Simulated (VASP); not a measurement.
Method: LDA (Ceperley-Alder, Perdew-Zunger), VASP's LDA PAW potentials (set 64) (plane waves; VASP).

Input for VASP

POSCAR:
```
GaP
1
    0.0000000000     2.6950243440     2.6950243440
    2.6950243440     0.0000000000     2.6950243440
    2.6950243440     2.6950243440     0.0000000000
Ga P
1 1
Direct
  0.0000000000   0.0000000000   0.0000000000
  0.2500000000   0.2500000000   0.2500000000
```

### INCAR
```
SYSTEM = GaP
PREC = Accurate; ENCUT = 400; LREAL = F
LASPH = T
EDIFF = 1E-7; NELM = 100; ALGO = Normal
LMAXMIX = 4
ISMEAR = -5
ISIF = 2
LWAVE = F; LCHARG = T; LORBIT = 11
NEDOS = 601
```

File KPOINTS:
```
K-points
0
Gamma
10 10 10
0 0 0
```

POTCAR, in this order: Ga_d P (LDA.64 set). Program: vasp_std.

Output

### OSZICAR
```
       N       E                     dE             d eps       ncg     rms          rms(c)
DAV:   1     0.701507232231E+02    0.70151E+02   -0.82170E+03  1248   0.175E+03
DAV:   2    -0.557861518273E+01   -0.75729E+02   -0.73396E+02  1347   0.300E+02
DAV:   3    -0.106932781661E+02   -0.51147E+01   -0.50958E+01  1527   0.693E+01
DAV:   4    -0.107837958632E+02   -0.90518E-01   -0.90482E-01  1497   0.100E+01
DAV:   5    -0.107857476145E+02   -0.19518E-02   -0.19517E-02  1549   0.121E+00    0.449E+00
DAV:   6    -0.105076429633E+02    0.27810E+00   -0.45874E-01  1873   0.130E+01    0.290E+00
DAV:   7    -0.104569616360E+02    0.50681E-01   -0.11121E-01  1539   0.254E+00    0.108E+00
DAV:   8    -0.104522707956E+02    0.46908E-02   -0.13015E-02  1453   0.155E+00    0.196E-01
DAV:   9    -0.104522384935E+02    0.32302E-04   -0.10621E-03  1829   0.510E-01    0.612E-02
DAV:  10    -0.104522367363E+02    0.17572E-05   -0.52715E-05  1841   0.913E-02    0.222E-02
DAV:  11    -0.104522428791E+02   -0.61428E-05   -0.79384E-06  1489   0.488E-02    0.522E-03
DAV:  12    -0.104522426682E+02    0.21085E-06   -0.76677E-07  1537   0.130E-02    0.374E-03
DAV:  13    -0.104522426713E+02   -0.30823E-08   -0.12123E-07   931   0.354E-03
   1 F= -.10452243E+02 E0= -.10452243E+02  d E =0.000000E+00
```

### OUTCAR
```
------------------------ aborting loop because EDIFF is reached ----------------------------------------
  FORCE on cell =-STRESS in cart. coord.  units (eV):
  Direction    XX          YY          ZZ          XY          YZ          ZX
  --------------------------------------------------------------------------------------
  Total       -0.0040036     -0.0040036     -0.0040036      0.0000000      0.0000000     -0.0000000
  in kB       -0.1638493     -0.1638493     -0.1638493      0.0000000      0.0000000     -0.0000000
  external PRESSURE =      -0.1638493 kB  Pullay stress =       0.0000000 kB
  volume of cell :       39.15
      direct lattice vectors                 reciprocal lattice vectors
     0.000000000  2.695024344  2.695024344    -0.185527081  0.185527081  0.185527081
     2.695024344  0.000000000  2.695024344     0.185527081 -0.185527081  0.185527081
     2.695024344  2.695024344  0.000000000     0.185527081  0.185527081 -0.185527081
  FREE ENERGIE OF THE ION-ELECTRON SYSTEM (eV)
  ---------------------------------------------------
  free  energy   TOTEN  =       -10.4522426713 eV

  energy  without entropy=      -10.4522426713  energy(sigma->0) =      -10.45224267

 total charge

# of ion       s       p       d       tot
------------------------------------------
    1        0.878   0.896  10.018  11.792
    2        1.023   1.534   0.000   2.557
--------------------------------------------------
tot          1.901   2.430  10.018  14.349
```
(Selected blocks of OUTCAR.)

**OUTCAR**
```
 val. band max:        4.8547107334   @ k =   0.0000   0.0000   0.0000

 cond. band min:       6.2542211474   @ k =   0.4000   0.4000   0.0000


 Fermi energy:         4.8866120548

 k-point     1 :       0.0000    0.0000    0.0000
  band No.  band energies     occupation
      1      -9.9099      2.00000
      2      -9.9099      2.00000
      3      -9.9099      2.00000
      4      -9.8012      2.00000
      5      -9.8012      2.00000
      6      -7.9111      2.00000
      7       4.8547      2.00000
      8       4.8547      2.00000
      9       4.8547      2.00000
     10       6.7704      0.00000
     11       8.6385      0.00000
     12       8.6385      0.00000
     13       8.6385      0.00000

 k-point     2 :       0.1000    0.0000    0.0000
  band No.  band energies     occupation
      1      -9.9194      2.00000
      2      -9.9064      2.00000
      3      -9.9064      2.00000
      4      -9.8012      2.00000
      5      -9.8012      2.00000
      6      -7.7753      2.00000
      7       3.6368      2.00000
      8       4.6886      2.00000
      9       4.6886      2.00000
     10       7.3049      0.00000
     11       8.8889      0.00000
     12       8.8889      0.00000
     13       9.0020      0.00000

 k-point     3 :       0.2000    0.0000    0.0000
  band No.  band energies     occupation
      1      -9.9430      2.00000
      2      -9.8982      2.00000
      3      -9.8982      2.00000
      4      -9.8008      2.00000
      5      -9.8008      2.00000
      6      -7.3808      2.00000
      7       1.7657      2.00000
      8       4.3329      2.00000
      9       4.3329      2.00000
     10       7.1575      0.00000
     11       9.3662      0.00000
     12       9.3662      0.00000
     13      10.4023      0.00000

 k-point     4 :       0.3000    0.0000    0.0000
  band No.  band energies     occupation
      1      -9.9694      2.00000
      2      -9.8895      2.00000
      3      -9.8895      2.00000
...
```

The compound is GaP in the zinc blende structure. It was relaxed first.
